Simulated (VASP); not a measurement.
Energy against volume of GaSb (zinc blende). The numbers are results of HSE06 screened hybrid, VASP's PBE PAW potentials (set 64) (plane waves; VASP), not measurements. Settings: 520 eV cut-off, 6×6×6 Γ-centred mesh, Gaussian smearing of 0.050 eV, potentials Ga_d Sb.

| V (Å³/atom) | E (eV/atom) |
|---|---|
| 28.267 | -4.47627 |
| 29.169 | -4.47553 |
| 30.071 | -4.46593 |
| 30.973 | -4.44856 |

Task: Fit these four points and predict the energy of the run at 27.365 Å³/atom.

Result: A cubic in V^(−2/3), the third-order Birch-Murnaghan form, passes through the four points with V0 = 28.64 Å³/atom and B0 = 54 GPa, and gives -4.4669 eV/atom there. The run gave -4.4665 eV/atom, +0.4 meV/atom from the fit; all five points give B0 = 55 GPa.

The compound is GaSb in the zinc blende structure. It was relaxed first. The cell's shape comes from a PBE relaxation.
